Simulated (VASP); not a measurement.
Input:

```xyz
3
Lattice="0.0000 3.1625 3.1625 3.1625 0.0000 3.1625 3.1625 3.1625 0.0000" Properties=species:S:1:pos:R:3 pbc="T T T"
Mg     1.5812     1.5812     1.5812
Mg     4.7437     4.7437     4.7437
Si     0.0000     0.0000     0.0000
```

The numbers are results of AM05 GGA, VASP's PBE PAW potentials (set 64) (plane waves; VASP 6.6.1), not measurements. Numerical set-up: 520 eV cut-off, 6×6×6 Γ-centred mesh, Gaussian smearing of 0.050 eV, potentials Mg Si.

Q: Estimate the energy per atom (σ→0), band gap (on the k-mesh) with the smallest direct gap where there is one.

A: 
```
Property                                      Value
-----------------------------------  --------------
band gap (on the k-mesh)                    0.11 eV
smallest direct gap (on the k-mesh)         1.93 eV
energy per atom (σ→0)                -3.071 eV/atom
```

Total energies compare only between runs with the same potentials, cut-off and functional.

The compound is Mg2Si in the antifluorite structure. It was relaxed first.
